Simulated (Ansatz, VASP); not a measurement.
# One calculation of NbSeN, two programs

```
Nb Se N
1.0
     3.67250    0.00000    0.00000
     0.00000    3.67250    0.00000
     0.00000    0.00000    6.37816
Nb Se N
2 2 2
Direct
  0.00000 0.50000 0.82697
  0.50000 0.00000 0.17303
  0.00000 0.50000 0.38148
  0.50000 0.00000 0.61852
  0.00000 0.00000 0.00000
  0.50000 0.50000 0.00000
```

The cell comes from a database or a generator and needn't be the stable form of this composition.

Alike in both runs: task density of states; functional r2SCAN; k mesh 7 × 7 × 4; occupations fermi-dirac, width 0.05 eV; no spin polarisation.

|  | VASP | Ansatz |
| --- | --- | --- |
| version | VASP 6.6.1 | Ansatz 0.2.0 |
| potentials or method | VASP PAW PBE potentials, release 64 (Nb_pv, Se, N) | Ansatz PAW |
| plane-wave cutoff (eV) | 520 | 500 |
| valence electrons in the cell | 44 | 68 |

VASP gave:

| Quantity | Value |
| --- | --- |
| gap on the k mesh at the Fermi level (eV) | none |
| pressure (GPa) | -1.3 |
| largest component of the traceless stress (GPa) | 0.60 |
| rms of the force components (eV/Å) | 0.062 |

Which values does Ansatz return?

gap on the k mesh at the Fermi level (eV): none; pressure (GPa): -4.9; largest component of the traceless stress (GPa): 0.09; rms of the force components (eV/Å): 0.178.

Atom by atom the forces differ by 0.164 eV/Å (rms over components). A gap of «none» marks a metal or a gap that the smearing closes. One of these differences is far larger than is usual between the two programs; its cause wasn't traced. The functional is the same, so the differences come from potentials, cutoffs and numerics. The two sets of potentials don't hold the same shells in valence.

Caveats: the PAW data sets were made with another functional, which shifts forces and pressure a little (VASP); the PAW data sets come from PBE, with cores solved anew for the run's functional, which leaves a small shift of forces and pressure (Ansatz); the density of states is complete only up to the lowest level of the last band computed (Ansatz).
